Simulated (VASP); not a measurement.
Energy against volume of BaF₂ (fluorite). Level of theory: rev-vdW-DF2, VASP's PBE PAW potentials (set 64) (plane waves; VASP).

```csv
V (Å³/atom),E (eV/atom)
18.925,-4.02629
19.529,-4.03885
20.133,-4.04350
20.737,-4.04146
21.341,-4.03379
```

**Question.** Fit a third-order Birch-Murnaghan equation of state.

**Answer.** 
- volume per atom = 20.24 Å^3/atom
- bulk modulus = 576 kbar
- pressure derivative of the bulk modulus = 4.67
- lattice constant a = 11.790 bohr

Measured: bulk modulus 57.0 GPa (computed value off by +1.0 %), as given by On the Morphology of Group II Metal Fluoride Nanocrystals at Finite Temperature and Partial Pressure of HF, PMC6154342. The calculation is for a static lattice, while the measured bulk modulus holds thermal and zero-point effects, which are part of the difference.

The compound is BaF2 in the fluorite structure. It was relaxed first.
